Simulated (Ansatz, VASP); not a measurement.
# Zn (Zinc) in two plane-wave programs, part 2 of 2

Aim: how closely do two programs agree when they are given the same cell, functional and k mesh? The cell is taken from a series of runs on this material, whose earlier steps may have relaxed, scaled, displaced or heated it; both programs get it as it stands.

VASP 6.6.1 and Ansatz 0.2.0.

So far: The starting structure; VASP: zone-centre phonons, PBEsol, pair 1; Ansatz: zone-centre phonons, PBEsol, pair 1; Comparison.

### 5. Ansatz: zone-centre phonons, PBEsol, pair 2

Level of this step: Ansatz beside VASP: Kohn-Sham DFT, plane waves, PBEsol (Ansatz).

Second derivatives magnify differences that forces hide, and they need a tight electronic threshold. The cell compared in this pair holds 27.49 Å³, against 27.35 Å³ for the pair before.

The cell is taken from a series of runs on this material, whose earlier steps may have relaxed, scaled, displaced or heated it; both programs get it as it stands.

File input.yaml:

```yaml
crystal:
  lattice:
    - [2.5129200571, 0.0, 0.0]
    - [-1.2564600285, 2.1762526071, 0.0]
    - [0.0, 0.0, 5.0259143318]
  atoms:
    - { symbol: Zn, position: [0.3333333333, 0.6666666667, 0.25] }
    - { symbol: Zn, position: [0.6666666667, 0.3333333333, 0.75] }
kpoints:
  mp_grid: { grid: [18, 18, 8] }
hamiltonian:
  xc: pbesol
  pseudopotentials: { kind: paw, azcp: { folder: soft_1 }, xc_functional: pbe }
scf:
  occupations: { method: methfessel_paxton, width: 0.2 }
output:
  eigenvalues: true
phonons:
  method: dfpt
```

Run with:

```console
ansatz run input.yaml --threads 4 --pin off --max-ram 10240MiB --backend cpu --events-out ev --progress --plain --runs-dir out
```

Numbers of over 12 decimals in the logs are rounded to 6 here.

The program printed:

```text
[...]
Crystal: 2 atoms, lattice volume = 27.485 Å³
Basis set: ecut = 420 eV, 551 PW (Γ), exchange–correlation on 36×36×72 points (8 copies of the dense FFT grid, shifted against one another)
Bands: 16, of which v1, the nominal top of the filled ones, is band 12 counted from 1 (11 counted from 0)
Symmetry: 24 space group operations
k-points: 455 of 2592 (irreducible under 4 space group operations, time reversal used)
[...]
k-point 1: bands = [... 8 lower, 5.0155, 5.1744, 5.1744, 6.7888, 9.9216, 22.8866, 29.9364, 32.8520]
  k-point 2: bands = [... 8 lower, 5.0375, 5.1587, 5.1587, 5.6507, 11.7210, 20.5392, 32.5364, 33.1243]
  k-point 454: bands = [... 8 lower, 5.2088, 5.2088, 9.6478, 9.6478, 17.0840, 17.0840, 18.8079, 18.8079]
[...]
ASR residual: 1.942e-5 → 0.000e0 eV/Å²; symmetrization residual: 1.594e-10 eV/Å²
  ASR residual per site (eV/Å²): 1.94e-5 1.94e-5
  Γ frequencies (cm⁻¹): 0.00 0.00 0.00 71.75 71.75 140.05
[...]
[key lines of the parts left out:]
SCF converged after 8 iterations
Free energy (F): -6561.772098 eV
Fermi energy:    12.176692 eV
```

### 6. VASP: zone-centre phonons, PBEsol, pair 2

The same cell, functional, mesh and smearing now go to VASP, with its own data sets.

File INCAR:

```
SYSTEM = Zn
PREC = Accurate
ENCUT = 500
EDIFF = 1E-08
NELM = 120
ISMEAR = 1
SIGMA = 0.2
LREAL = .FALSE.
ALGO = Normal
GGA = PS
NBANDS = 18
LORBIT = 11
LWAVE = .FALSE.
LCHARG = .FALSE.
ISIF = 2
IBRION = 8
LASPH = .TRUE.
GGA_COMPAT = .FALSE.
KPAR = 2
```

File POSCAR:

```
Zn
1.0
    2.5129200571      0.0000000000      0.0000000000
   -1.2564600285      2.1762526071      0.0000000000
    0.0000000000      0.0000000000      5.0259143318
Zn
2
Direct
    0.3333333333      0.6666666667      0.2500000000
    0.6666666667      0.3333333333      0.7500000000
```

File KPOINTS:

```
Automatic mesh
0
Gamma
18 18 8
0 0 0
```

The projector-augmented-wave data sets are Zn (PBE family, release 64).

Run with:

```console
mpirun -np 2 vasp_std
```

The program printed:

```text
[banner, memory and clock lines left out]
running    2 mpi-ranks, on    1 nodes
[...]
[... a notice as in an earlier step ...]

 LDA part: xc-table for (Slater+PW92), standard interpolation
 POSCAR, INCAR and KPOINTS ok, starting setup
[...]
entering main loop
       N       E                     dE             d eps       ncg     rms          rms(c)
DAV:   1     0.104738654082E+03    0.10474E+03   -0.12268E+04  6900   0.212E+03
DAV:   2     0.610209606922E+00   -0.10413E+03   -0.10114E+03  6694   0.294E+02
DAV:   3    -0.346863296757E+01   -0.40788E+01   -0.40648E+01  7408   0.669E+01
DAV:   4    -0.348921573330E+01   -0.20583E-01   -0.20577E-01  7330   0.477E+00
[...]
DAV:  12    -0.312144486119E+01    0.20942E-06   -0.15357E-08  5784   0.121E-03    0.743E-04
DAV:  13    -0.312144480292E+01    0.58267E-07   -0.43219E-08  6440   0.452E-03    0.926E-05
DAV:  14    -0.312144479521E+01    0.77098E-08   -0.12135E-09  3694   0.320E-04
   1 F= -.31214448E+01 E0= -.31217151E+01  d E =0.811044E-03
[...]
RMM:   9    -0.197849131151E+00    0.10858E-06   -0.11378E-09 54028   0.502E-05    0.146E-06
RMM:  10    -0.197849154360E+00   -0.23209E-07   -0.75935E-11 44853   0.328E-05    0.319E-07
RMM:  11    -0.197849160483E+00   -0.61227E-08   -0.29547E-10 32333   0.287E-05    0.156E-07
 first order change of Fermi-energy  -0.13302E-04
 force on displaced ion       1 direction 1 :  -0.533   0.000   0.000
 Linear response progress:
  Degree of freedom:   2/  2
       N       E                     dE             d eps       ncg     rms          rms(c)
RMM:   1    -0.227134450704E+00   -0.22713E+00   -0.50626E-03 13337   0.207E+00
RMM:   2    -0.224127913745E+00    0.30065E-02   -0.88784E-04 13544   0.498E-01    0.573E-02
RMM:   3    -0.224152618909E+00   -0.24705E-04   -0.37442E-05 17026   0.741E-02    0.339E-02
RMM:   4    -0.224110917321E+00    0.41702E-04   -0.41559E-05 17027   0.369E-02    0.415E-03
[...]
RMM:  10    -0.224109551013E+00   -0.38500E-07   -0.10254E-07 17583   0.410E-05    0.155E-06
RMM:  11    -0.224109538515E+00    0.12498E-07   -0.50252E-08 12932   0.293E-05    0.453E-07
RMM:  12    -0.224109537054E+00    0.14609E-08   -0.22940E-08 10018   0.271E-05    0.832E-08
 first order change of Fermi-energy   0.56783E-04
 force on displaced ion       1 direction 3 :   0.000  -0.000  -2.482
 Linear response finished
```

Parts of OUTCAR (step 6):

```text
  Total        1.6839328      1.6839328      0.0411871      0.0000000      0.0000000      0.0000000
  in kB       98.1594844     98.1594844      2.4008685      0.0000000      0.0000000      0.0000000
  external PRESSURE =      66.2399458 kB  Pullay stress =       0.0000000 kB

 POSITION                                       TOTAL-FORCE (eV/Angst)
 -----------------------------------------------------------------------------------
     -0.00000      1.45084      1.25648        -0.000000      0.000000     -0.000000
      1.25646      0.72542      3.76944         0.000000     -0.000000      0.000000
 -----------------------------------------------------------------------------------
    total drift:                               -0.000000      0.000000      0.000000

[... 1 part as in an earlier step ...]

[... 1 further part left out ...]
```

### 7. Comparison

The two programs side by side:

```
                  quantity  Ansatz   VASP  difference
optical mode 1 to 2 (cm⁻¹)    71.8   66.6     +7.76 %
     optical mode 3 (cm⁻¹)   140.1  143.7     -2.52 %
```

Modes are paired by rising frequency, not by their patterns, so a pair may set unlike modes beside each other; they are those without the splitting of longitudinal modes.

### 8. What came out

```
r.m.s. difference of the optical zone-centre modes, each program's sorted by frequency (zone-centre phonons, PBEsol, pair 1) : 4.5 cm⁻¹
difference in optical mode 1 to 2 (zone-centre phonons, PBEsol, pair 1)                                                      : +8.6 %
r.m.s. difference of the optical zone-centre modes, each program's sorted by frequency (zone-centre phonons, PBEsol, pair 2) : 4.7 cm⁻¹
difference in optical mode 1 to 2 (zone-centre phonons, PBEsol, pair 2)                                                      : +7.8 %
```

**Reading.** The r.m.s. difference of the optical zone-centre modes, each program's sorted by frequency is 4.5 cm⁻¹ (zone-centre phonons, PBEsol, pair 1). Among the rows given in per cent, the largest difference of the zone-centre phonons, PBEsol, pair 1 pair is in optical mode 1 to 2, +8.6 %. Among the rows given in per cent, the largest difference of the zone-centre phonons, PBEsol, pair 2 pair is in optical mode 1 to 2, +7.8 %. How closely two codes agree says nothing of how well the functional describes the real material.

[Lines on the potential files, build, host, timing and source positions are cut from VASP's logs without a mark.]

[Logs are printed without paths, hosts, clocks, repeated set-up lines and the standing remarks that a program may print on its own settings, such as how far it seeks lower states.]

[Hosts, paths, dates, database ids (printed as entryN), source tags and the programs' standing remarks are cut or masked in the printed files.]
